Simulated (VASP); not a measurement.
```xyz
2
Lattice="0.0000 2.5714 2.5714 2.5714 0.0000 2.5714 2.5714 2.5714 0.0000" Properties=species:S:1:pos:R:3 pbc="T T T"
Mg     2.5714     2.5714     5.1428
S      2.5714     2.5714     2.5714
```

Level of theory: vdW-DF-cx, VASP's PBE PAW potentials (set 64) (plane waves; VASP). Numerical set-up: 520 eV cut-off, 9×9×9 Γ-centred mesh, Gaussian smearing of 0.050 eV, potentials Mg S.

Give the stress tensor in GPa (positive for a compressed cell).

```
2.55  0.00  0.00
0.00  2.55  0.00
0.00  0.00  2.55
```
The pressure is its mean diagonal, 2.55 GPa.

The compound is MgS in the rock salt structure. This cell is one point of a volume scan, at 0.97 of the reference volume.
